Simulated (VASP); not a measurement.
```
CELL_PARAMETERS angstrom
      3.86541    -2.15049    -0.02771
      3.86541     2.15049    -0.02771
      2.69434     0.00000     3.50817
ATOMIC_POSITIONS crystal
  Sb 0.23603 0.23603 0.23603
  Sb 0.76397 0.76397 0.76397
```

Computed with LDA (Ceperley-Alder, Perdew-Zunger), VASP's LDA PAW potentials (set 64) (plane waves; VASP). Numerical set-up: 520 eV cut-off, Gaussian smearing of 0.050 eV, potentials Sb.

Unless said otherwise, spin-orbit coupling is left out, though it shifts the bands of the heavy elements here.

What does the run give for the band gap (along the path) with the smallest direct gap where there is one?

| Item | Result |
|---|---|
| band gap (along the path) | 0.08 eV |
| smallest direct gap (along the path) | 0.08 eV |

The absolute energy has meaning only against runs of the same code, potentials and settings.

The compound is Sb in the a7 structure. It was relaxed first.
